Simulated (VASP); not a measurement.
# RPA total energies of C (Diamond)

How do semilocal functionals compare with the RPA for C (Diamond), and at what cost? The scan starts from a database cell scaled to its smallest volume. The start is a cell from a database of measured crystal structures.

Main program and level: VASP 6.6.1; RPA correlation on PBE orbitals; plane waves and PAW (C_GW), in the first sound run; inputs show where later runs differ.

## Step 1: Starting point

It takes space group Fd-3m (No. 227, cubic). Conventional cell: a = 3.494 Å, b = 3.494 Å, c = 3.494 Å, α = 90.00°, β = 90.00°, γ = 90.00°. C has 4 C at 1.51 Å nearest.

Coordinates:

```cif
data_structure
_symmetry_space_group_name_H-M 'P 1'
_symmetry_Int_Tables_number 1
_cell_length_a 2.4706
_cell_length_b 2.4706
_cell_length_c 2.4706
_cell_angle_alpha 60.000
_cell_angle_beta 60.000
_cell_angle_gamma 60.000
_cell_volume 10.66
loop_
_atom_site_label
_atom_site_type_symbol
_atom_site_fract_x
_atom_site_fract_y
_atom_site_fract_z
_atom_site_occupancy
C1 C 0.75000 0.75000 0.75000 1
C2 C 0.50000 0.50000 0.50000 1
```

## Step 2: Orbitals, volume ratio 0.94

RPA gives no stress here, so the energy is scanned over volumes, at one cutoff and mesh. Volumes are given as ratios to a reference cell, and this first cell is that cell scaled to 0.94. Each point starts from PBE orbitals, tightly converged.

Contents of INCAR:

```
SYSTEM = C
PREC = Accurate
ENCUT = 560
EDIFF = 1E-08
NELM = 100
ISMEAR = 0
SIGMA = 0.05
LREAL = .FALSE.
ALGO = Normal
GGA = PE
NBANDS = 10
LORBIT = 11
LWAVE = .TRUE.
LCHARG = .FALSE.
KPAR = 8
```

Contents of POSCAR:

```
C
1.0
    0.0000000000      1.7469644787      1.7469644787
    1.7469644787      0.0000000000      1.7469644787
    1.7469644787      1.7469644787      0.0000000000
C
2
Direct
    0.7500000000      0.7500000000      0.7500000000
    0.5000000000      0.5000000000      0.5000000000
```

Contents of KPOINTS:

```
Automatic mesh
0
Gamma
6 6 6
0 0 0
```

PAW data sets: C_GW (PBE family, release 64).

Command:

```sh
> mpirun -np 8 vasp_std
```

The program printed:

```text
[banner, memory and clock lines left out]
running    8 mpi-ranks, on    1 nodes
 distrk:  each k-point on    1 cores,    8 groups
 distr:  one band on    1 cores,    1 groups

 POSCAR found type information on POSCAR C
 POSCAR found :  1 types and       2 ions
|                                                                             |
|           W    W    AA    RRRRR   N    N  II  N    N   GGGG   !!!           |
|           W    W   A  A   R    R  NN   N  II  NN   N  G    G  !!!           |
|           W    W  A    A  R    R  N N  N  II  N N  N  G       !!!           |
|           W WW W  AAAAAA  RRRRR   N  N N  II  N  N N  G  GGG   !            |
|           WW  WW  A    A  R   R   N   NN  II  N   NN  G    G                |
|           W    W  A    A  R    R  N    N  II  N    N   GGGG   !!!           |
|                                                                             |
|     For optimal performance we recommend to set                             |
|       NCORE = 2 up to number-of-cores-per-socket                            |
|     NCORE specifies how many cores store one orbital (NPAR=cpu/NCORE).      |
|     This setting can greatly improve the performance of VASP for DFT.       |
|     The default, NCORE=1 might be grossly inefficient on modern             |
|     multi-core architectures or massively parallel machines. Do your        |
|     Unfortunately you need to use the default for GW and RPA                |
|     calculations (for HF NCORE is supported but not extensively tested      |
|     yet).                                                                   |
|                                                                             |

 LDA part: xc-table for (Slater+PW92), standard interpolation
 POSCAR, INCAR and KPOINTS ok, starting setup
 FFT: planning ... GRIDC
 FFT: planning ... GRID_SOFT
 FFT: planning ... GRID
 WAVECAR not read
 entering main loop
       N       E                     dE             d eps       ncg     rms          rms(c)
DAV:   1     0.225353E+02    0.22535E+02   -0.50884E+03   328   0.858E+02
DAV:   2    -0.179214E+02   -0.40457E+02   -0.36091E+02   386   0.232E+02
DAV:   3    -0.189088E+02   -0.98741E+00   -0.98500E+00   424   0.301E+01
DAV:   4    -0.189122E+02   -0.33939E-02   -0.33937E-02   370   0.180E+00
DAV:   5    -0.189122E+02   -0.14881E-04   -0.14881E-04   394   0.127E-01    0.515E+00
DAV:   6    -0.183265E+02    0.58573E+00   -0.31935E-01   444   0.604E+00    0.280E+00
DAV:   7    -0.181272E+02    0.19931E+00   -0.36239E-01   466   0.614E+00    0.372E-01
DAV:   8    -0.181288E+02   -0.16275E-02   -0.69772E-03   336   0.908E-01    0.540E-02
DAV:   9    -0.181289E+02   -0.60740E-04   -0.10068E-04   420   0.130E-01    0.182E-02
DAV:  10    -0.181289E+02   -0.14869E-04   -0.13289E-05   346   0.390E-02    0.177E-03
DAV:  11    -0.181289E+02   -0.30135E-06   -0.38366E-07   414   0.659E-03    0.406E-04
DAV:  12    -0.181289E+02   -0.10408E-06   -0.66687E-09   358   0.106E-03    0.298E-05
DAV:  13    -0.181289E+02   -0.34476E-08   -0.43580E-11   196   0.832E-05
   1 F= -.18128903E+02 E0= -.18128903E+02  d E =-.282050E-18
 writing wavefunctions
```

Wall time 1.8 s (8 MPI ranks of Intel Xeon 6975P-C (Granite Rapids), shared host); peak memory 0.81 GiB.

The logs omit lines about the potential files and the build; timing stands in the text.

OUTCAR, selected parts (step 2):

```text
ion  position               nearest neighbor table
   1  0.750  0.750  0.750-   2 1.51   2 1.51   2 1.51   2 1.51
   2  0.500  0.500  0.500-   1 1.51   1 1.51   1 1.51   1 1.51

  LATTYP: Found a face centered cubic cell.
 ALAT       =     3.4939289574

 Subroutine GETGRP returns: Found 48 space group operations
 (whereof 24 operations were pure point group operations)

The static configuration has the point symmetry T_d .
 The point group associated with its full space group is O_h .

 Found     16 irreducible k-points:

   k-points           NKPTS =     16   k-points in BZ     NKDIM =     16   number of bands    NBANDS=     10

   dimension x,y,z NGX =    20 NGY =   20 NGZ =   20
   dimension x,y,z NGXF=    40 NGYF=   40 NGZF=   40

   ENCUT  =  560.0 eV  41.16 Ry    6.42 a.u.   4.77  4.77  4.77*2*pi/ulx,y,z

   NELECT =       8.0000    total number of electrons

 k-points in reciprocal lattice and weights: Automatic mesh
   0.00000000  0.00000000  0.00000000       0.005
   0.16666667  0.00000000  0.00000000       0.037
   0.33333333  0.00000000  0.00000000       0.037
   0.50000000  0.00000000  0.00000000       0.019
   0.16666667  0.16666667  0.00000000       0.028
   0.33333333  0.16666667  0.00000000       0.111
   0.50000000  0.16666667  0.00000000       0.111
  -0.33333333  0.16666667  0.00000000       0.111
  -0.16666667  0.16666667  0.00000000       0.056
[...]
-0.33333333  0.33333333  0.16666667       0.111
  -0.33333333  0.50000000  0.16666667       0.056

 average (electrostatic) potential at core
       1 -44.4558       2 -44.4558

 E-fermi :  10.9768

 k-point     1 :       0.0000    0.0000    0.0000
  band No.  band energies     occupation
      1     -11.6426      2.00000
      2      10.6815      2.00000
      3      10.6815      2.00000
      4      10.6815      2.00000
      5      16.4448      0.00000
      6      16.4448      0.00000
      7      16.4448      0.00000
      8      25.4514      0.00000
      9      30.7907      0.00000
    ...

 k-point     2 :       0.1667    0.0000    0.0000
  band No.  band energies     occupation
      1     -10.8437      2.00000
      2       6.7448      2.00000
      3       9.5901      2.00000
      4       9.5901      2.00000
      5      17.8737      0.00000
      6      17.8737      0.00000
      7      18.4808      0.00000
      8      25.8953      0.00000
      9      31.7979      0.00000
    ...

 k-point     3 :       0.3333    0.0000    0.0000
  band No.  band energies     occupation
      1      -8.4916      2.00000
      2       0.8823      2.00000
      3       8.2216      2.00000
      4       8.2216      2.00000
      5      19.2516      0.00000
      6      19.2516      0.00000
      7      19.9788      0.00000
      8      26.7174      0.00000
      9      32.5432      0.00000
    ...

  Total        2.1418049      2.1418049      2.1418049      0.0000000      0.0000000      0.0000000
  in kB      321.8164734    321.8164734    321.8164734      0.0000000      0.0000000      0.0000000
  external PRESSURE =     321.8164734 kB  Pullay stress =       0.0000000 kB

  energy-cutoff  :      560.00
  volume of cell :       10.66
      direct lattice vectors                 reciprocal lattice vectors
     0.000000000  1.746964479  1.746964479    -0.286210742  0.286210742  0.286210742
     1.746964479  0.000000000  1.746964479     0.286210742 -0.286210742  0.286210742
     1.746964479  1.746964479  0.000000000     0.286210742  0.286210742 -0.286210742

 POSITION                                       TOTAL-FORCE (eV/Angst)
 -----------------------------------------------------------------------------------
      2.62045      2.62045      2.62045        -0.000000     -0.000000     -0.000000
      1.74696      1.74696      1.74696         0.000000      0.000000      0.000000
 -----------------------------------------------------------------------------------
    total drift:                                0.000000     -0.000000      0.000000

  FREE ENERGIE OF THE ION-ELECTRON SYSTEM (eV)
  ---------------------------------------------------
  free  energy   TOTEN  =       -18.1289026554 eV

  energy  without entropy=      -18.1289026554  energy(sigma->0) =      -18.12890266

 total charge
# of ion       s       p       d       tot
------------------------------------------
    1        0.807   1.769   0.000   2.577
    2        0.807   1.769   0.000   2.577
--------------------------------------------------
tot          1.615   3.538   0.000   5.153

[... 3 further parts left out ...]
```

The gap is read on the k-mesh alone, so it is an upper bound where the band edges lie off the mesh.

A gap read on the k-mesh alone can miss the band edges.

This step gave:

| Item | Value |
| --- | --- |
| free energy (TOTEN) | -18.13 eV |
| Fermi energy | 10.98 eV |
| pressure | 32.18 GPa |
| gap on the k-mesh | 4.297 eV |
| least direct gap on the k-mesh | 5.763 eV |

## Step 3: Exact exchange, volume ratio 0.94

This step: Hartree-Fock energy on PBE orbitals; plane waves and PAW (C_GW) (VASP 6.6.1).

The Hartree-Fock energy is evaluated once on these orbitals (ALGO = Eigenval, NELM = 1), without letting them relax. It uses the mesh of the correlation step, since the long-wavelength errors of the two partly cancel, and the total energy is their sum.

Contents of INCAR:

```
SYSTEM = C
PREC = Accurate
ENCUT = 560
ISMEAR = 0
SIGMA = 0.05
LREAL = .FALSE.
GGA = PE
NBANDS = 10
ALGO = Eigenval
NELM = 1
LHFCALC = .TRUE.
AEXX = 1
ALDAC = 0
AGGAC = 0
PRECFOCK = Normal
LWAVE = .FALSE.
LCHARG = .FALSE.
```

POSCAR is that of step 2.

KPOINTS is that of step 2.

The run starts from files that an earlier step left in the folder.

Command:

```sh
> mpirun -np 8 vasp_std
```

The program printed:

```text
[banner, memory and clock lines left out]
running    8 mpi-ranks, on    1 nodes
 distrk:  each k-point on    8 cores,    1 groups
 distr:  one band on    1 cores,    8 groups

 POSCAR found type information on POSCAR C
 POSCAR found :  1 types and       2 ions
 [... a notice as in an earlier step ...]

 LDA part: xc-table for (Slater+PW92), standard interpolation
|                                                                             |
|           W    W    AA    RRRRR   N    N  II  N    N   GGGG   !!!           |
|           W    W   A  A   R    R  NN   N  II  NN   N  G    G  !!!           |
|           W    W  A    A  R    R  N N  N  II  N N  N  G       !!!           |
|           W WW W  AAAAAA  RRRRR   N  N N  II  N  N N  G  GGG   !            |
|           WW  WW  A    A  R   R   N   NN  II  N   NN  G    G                |
|           W    W  A    A  R    R  N    N  II  N    N   GGGG   !!!           |
|                                                                             |
|     The number of bands has been changed from the values supplied in        |
|     The orbitals not found in the WAVECAR file will be initialized with     |
|     random numbers, which is usually adequate. For correlated               |
|     calculations, however, you should redo the groundstate calculation.     |
|     I found NBANDS = 10. Now, NBANDS = 16.                                  |
|                                                                             |

 found WAVECAR, reading the header
  number of bands has changed, file:    10 present:    16
  trying to continue reading WAVECAR, but it might fail
 POSCAR, INCAR and KPOINTS ok, starting setup
 FFT: planning ... GRIDC
 FFT: planning ... GRID_SOFT
 FFT: planning ... GRID
 reading WAVECAR
 random initialization beyond band           10
 the WAVECAR file was read successfully
 initial charge from wavefunction
 entering main loop
       N       E                     dE             d eps       ncg     rms          rms(c)
EIG:   1    -0.303074E+02   -0.30307E+02    0.00000E+00     0   0.000E+00
   1 F= -.30307421E+02 E0= -.30307421E+02  d E =-.432843E-11
```

The job ended after 8.6 s (8 MPI ranks; peak memory 0.74 GiB).

From OUTCAR (step 3):

```text
 Found     16 irreducible k-points:

   k-points           NKPTS =     16   k-points in BZ     NKDIM =    216   number of bands    NBANDS=     16

   NELECT =       8.0000    total number of electrons

  exchange ACFDT corr.  =        -0.00000000  see jH, gK, PRB 81, 115126

 E-fermi :  10.8956

 k-point     1 :       0.0000    0.0000    0.0000
  band No.  band energies     occupation
      1     -22.4857      2.00000
      2       8.2253      2.00000
      3       8.2253      2.00000
      4       8.2253      2.00000
      5      22.6826      0.00000
      6      22.6826      0.00000
      7      22.6826      0.00000
      8      34.2973      0.00000
      9      38.5152      0.00000
    ...

 k-point     2 :       0.1667    0.0000    0.0000
  band No.  band energies     occupation
      1     -21.4330      2.00000
      2       2.9207      2.00000
      3       6.8104      2.00000
      4       6.8104      2.00000
      5      24.5650      0.00000
      6      24.5650      0.00000
      7      25.1008      0.00000
      8      34.9023      0.00000
      9      40.0155      0.00000
    ...

 POSITION                                       TOTAL-FORCE (eV/Angst)
 -----------------------------------------------------------------------------------
      2.62045      2.62045      2.62045         0.000000      0.000000      0.000000
      1.74696      1.74696      1.74696        -0.000000     -0.000000     -0.000000
 -----------------------------------------------------------------------------------
    total drift:                               -0.000000      0.000000     -0.000000

  FREE ENERGIE OF THE ION-ELECTRON SYSTEM (eV)
  ---------------------------------------------------
  free  energy   TOTEN  =       -30.3074209357 eV

  energy  without entropy=      -30.3074209357  energy(sigma->0) =      -30.30742094

[... 8 parts as in an earlier step ...]

[... 5 further parts left out ...]
```

This step gave:

```
free energy (TOTEN) : -30.31 eV
```

The Hartree-Fock energy on these orbitals is -15.1537 eV an atom.

## Step 4: Empty bands, volume ratio 0.94

This step: PBE; plane waves and PAW (C_GW) (VASP 6.6.1).

The next step needs empty bands that the ground-state run didn't converge, so the Hamiltonian is diagonalised in full, in a single step. LOPTICS writes the k-derivatives of the orbitals (WAVEDER), which give the long-wavelength limit of the screening.

Contents of INCAR:

```
SYSTEM = C
PREC = Accurate
ENCUT = 560
ISMEAR = 0
SIGMA = 0.05
LREAL = .FALSE.
GGA = PE
NBANDS = 328
ALGO = Exact
NELM = 1
LWAVE = .TRUE.
LCHARG = .FALSE.
LOPTICS = .TRUE.
NEDOS = 1000
CSHIFT = 0.1
```

POSCAR is that of step 3.

KPOINTS is that of step 3.

Command:

```sh
> mpirun -np 8 vasp_std
```

The program printed:

```text
[banner, memory and clock lines left out]
running    8 mpi-ranks, on    1 nodes
 distrk:  each k-point on    8 cores,    1 groups
 distr:  one band on    1 cores,    8 groups

 POSCAR found type information on POSCAR C
 POSCAR found :  1 types and       2 ions
 [... a notice as in an earlier step ...]

 LDA part: xc-table for (Slater+PW92), standard interpolation
 found WAVECAR, reading the header
  number of bands has changed, file:    10 present:   328
  trying to continue reading WAVECAR, but it might fail
 POSCAR, INCAR and KPOINTS ok, starting setup
 FFT: planning ... GRIDC
 FFT: planning ... GRID_SOFT
 FFT: planning ... GRID
 reading WAVECAR
 random initialization beyond band           10
 the WAVECAR file was read successfully
 initial charge from wavefunction
 entering main loop
       N       E                     dE             d eps       ncg     rms          rms(c)
DIA:   1    -0.181289E+02   -0.18129E+02    0.00000E+00     0   0.000E+00
   1 F= -.18128903E+02 E0= -.18128903E+02  d E =-.138475E-62
 writing wavefunctions
 optical routines
 imaginary and real dielectric function
 recalculating local potential from charge density
 direction            1
 direction            2
 direction            3
```

Run time: 3 s. Hardware: 8 MPI ranks; peak memory 0.79 GiB.

Parts of OUTCAR (step 4):

```text
 Found     16 irreducible k-points:

   k-points           NKPTS =     16   k-points in BZ     NKDIM =     16   number of bands    NBANDS=    328

   NELECT =       8.0000    total number of electrons

 E-fermi :  11.2665

  Total        2.1418030      2.1418030      2.1418030     -0.0000000      0.0000000      0.0000000
  in kB      321.8161873    321.8161873    321.8161873     -0.0000000      0.0000000      0.0000000
  external PRESSURE =     321.8161873 kB  Pullay stress =       0.0000000 kB

  FREE ENERGIE OF THE ION-ELECTRON SYSTEM (eV)
  ---------------------------------------------------
  free  energy   TOTEN  =       -18.1289026535 eV

  energy  without entropy=      -18.1289026535  energy(sigma->0) =      -18.12890265

 plasma frequency squared (from intraband transitions) (eV^2)
  --------------------------------------------------------------------------------------
       0.000       0.000       0.000
       0.000       0.000       0.000
       0.000       0.000       0.000

[... 16 parts as in an earlier step ...]
```

WAVECAR now holds 328 bands for 8 electrons.

(Part 1 of 6 ends here.)

[Long decimals in the printed logs are rounded to 6 places.]

[Lines on the potential files, build, host, timing and source positions are cut from VASP's logs without a mark.]

[Logs are printed without paths, hosts, clocks, repeated set-up lines and the standing remarks that a program may print on its own settings, such as how far it seeks lower states.]

[Hosts, paths, dates, database ids (printed as entryN), source tags and the programs' standing remarks are cut or masked in the printed files.]

[Measured values are set beside computed ones only where the two were judged alike; some that the calculation misses by far are left out.]

[Pressures printed for these runs are not shown converged in the cutoff: they can be off by several GPa and have the wrong sign.]
